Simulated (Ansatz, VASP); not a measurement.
**One calculation of Ca3Zr, two programs**

```
Ca Zr
1.0
     5.15949    0.00000    0.00000
     0.00000    5.15949    0.00000
     0.00000    0.00000    5.12439
Ca Zr
3 1
Direct
  0.00000 0.50000 0.50000
  0.50000 0.00000 0.50000
  0.50000 0.50000 0.00000
  0.00000 0.00000 0.00000
```

Alike in both runs: functional PBE; k mesh 4 × 4 × 4; occupations gaussian, width 0.1 eV; no spin polarisation.

Ansatz relaxed the structure, and its values are those at the end. VASP's run is a single point on that final structure, the one shown.

|  | VASP | Ansatz |
| --- | --- | --- |
| version | VASP 6.6.1 | Ansatz 0.2.0 |
| potentials or method | VASP PAW PBE potentials, release 64 (Ca_sv, Zr_sv) | scalar-relativistic, plane waves, PAW |
| plane-wave cutoff (eV) | 520 | 420 |
| valence electrons in the cell | 42 | 42 |

```tsv
	VASP	Ansatz	Ansatz less VASP
gap on the k mesh at the Fermi level (eV)	none	none	-
pressure (GPa)	0.1	0.1	-0.02
```

A gap of «none» marks a metal or a gap that the smearing closes.
